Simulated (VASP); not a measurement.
Method: revTPSS meta-GGA, VASP's PBE PAW potentials (set 64) (plane waves; VASP 6.6.1).

VASP ran on this input.

POSCAR:
```
BAs
1.0
  0.0000000000   2.3685566018   2.3685566018
  2.3685566018   0.0000000000   2.3685566018
  2.3685566018   2.3685566018   0.0000000000
B As
1 1
direct
  0.0000000000   0.0000000000   0.0000000000
  0.2500000000   0.2500000000   0.2500000000
```

### INCAR
```
# general
SYSTEM  = BAs
PREC    = Accurate
ENCUT   = 520   # plane-wave cut-off (eV)
LREAL   = .FALSE.
LASPH   = .TRUE.   # aspherical one-centre terms

# electronic loop
EDIFF   = 1E-7   # SCF stop (eV)
NELM    = 100
ALGO    = Normal   # blocked Davidson
LMAXMIX = 4   # l cut-off of mixed one-centre charges
LMIXTAU = .TRUE.

# smearing
ISMEAR  = 0   # Gaussian
SIGMA   = 0.05

# functional
METAGGA = RTPSS

# ions
ISIF    = 2   # forces and stress, cell fixed

# output
LWAVE   = .FALSE.
LCHARG  = .FALSE.
```

KPOINTS:
```
Automatic mesh
0
Gamma
 10 10 10
```

POTCAR, in this order: B As (PBE.64 set). Program: vasp_std.

Problem. Predict the energy per atom (σ→0), pressure.

Solution. 
The energy per atom (σ→0) is -2.754 eV/atom and the pressure comes out as 4.48 GPa.

OSZICAR:
```
...
DAV:  15    -0.550770899963E+01    0.66225E-05   -0.79349E-06   952   0.313E-02    0.196E-01
DAV:  16    -0.550767657758E+01    0.32422E-04   -0.45283E-04   968   0.123E-01    0.244E-02
DAV:  17    -0.550767798570E+01   -0.14081E-05   -0.15215E-05   768   0.447E-02    0.304E-02
DAV:  18    -0.550768096470E+01   -0.29790E-05   -0.72097E-06   784   0.255E-02    0.102E-03
DAV:  19    -0.550768123695E+01   -0.27225E-06   -0.81781E-07   752   0.124E-02    0.311E-03
DAV:  20    -0.550768142411E+01   -0.18716E-06   -0.11534E-07   768   0.456E-03    0.141E-03
DAV:  21    -0.550768139337E+01    0.30741E-07   -0.33544E-08   376   0.134E-03
   1 F= -.55076814E+01 E0= -.55076814E+01  d E =-.321578E-12
```

The compound is BAs in the zinc blende structure. This cell is one point of a volume scan, at 0.97 of the reference volume.
